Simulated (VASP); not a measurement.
Given:

```
CsCl
1.0
    4.20240     0.00000     0.00000
    0.00000     4.20240     0.00000
    0.00000     0.00000     4.20240
Cs Cl
1 1
Direct
  0.00000   0.00000   0.00000
  0.50000   0.50000   0.50000
```

Method: RPBE GGA, VASP's PBE PAW potentials (set 64) (plane waves; VASP 6.6.1). Run with 400 eV cut-off, 6×6×6 Γ-centred mesh, Gaussian smearing of 0.050 eV, potentials Cs_sv Cl.

Unless said otherwise, spin-orbit coupling is left out, though it shifts the bands of the heavy elements here.

Task: What does the run give for the energy per atom (σ→0), pressure, band gap (on the k-mesh) with the smallest direct gap where there is one?

Result: 
```json
{
 "band gap (on the k-mesh)": "5.32 eV",
 "smallest direct gap (on the k-mesh)": "5.32 eV",
 "energy per atom (σ→0)": "-3.061 eV/atom",
 "pressure": "1.70 GPa"
}
```

The compound is CsCl in the CsCl type structure. The cell was not relaxed at this level. The run is one of a series of settings (GGA = RP against the base run), some of them coarse on purpose.
